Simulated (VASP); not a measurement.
Given:

```cif
data_H4Li4
_chemical_formula_sum 'Li4 H4'
_space_group_name_H-M_alt 'Fm-3m'
_space_group_IT_number 225
_space_group_name_Hall '-F 4 2 3'
_cell_length_a 3.99410
_cell_length_b 3.99410
_cell_length_c 3.99410
_cell_angle_alpha 90.000
_cell_angle_beta 90.000
_cell_angle_gamma 90.000
loop_
_atom_site_label
_atom_site_type_symbol
_atom_site_symmetry_multiplicity
_atom_site_Wyckoff_symbol
_atom_site_fract_x
_atom_site_fract_y
_atom_site_fract_z
_atom_site_occupancy
Li1 Li 4 a 0.00000 0.00000 0.00000 1
H1 H 4 b 0.50000 0.50000 0.50000 1
```
(The calculation used a cell of 2 atoms; values per cell refer to that cell.)

All values below come from r2SCAN meta-GGA, VASP's PBE PAW potentials (set 64) (plane waves; VASP). Settings: 600 eV cut-off, 10×10×10 Γ-centred mesh, Gaussian smearing of 0.050 eV, potentials Li_sv H.

Each relaxation starts from this cell; other phases were not tried.

Task: The cell is relaxed at 2 GPa. What happens?

Result: The volume per atom goes from 7.96 to 7.61 Å³ (-4.5 %), and the cell becomes a = 3.9337 Å, b = 3.9337 Å, c = 3.9337 Å, α = 90.00°, β = 90.00°, γ = 90.00°, space group Fm-3m. The gap on the mesh goes from 3.57 to 3.55 eV.

Task: The cell is relaxed at 30 GPa. What happens?

Result: The volume per atom goes from 7.96 to 5.35 Å³ (-32.9 %), and the cell becomes a = b = c = 3.497 Å, α = β = γ = 90.00°, space group Fm-3m. The gap on the mesh goes from 3.57 to 3.18 eV.

Failed runs are left out, and for metals the shear rows, which the mesh's noise covers.

The compound is LiH in the rock salt structure.
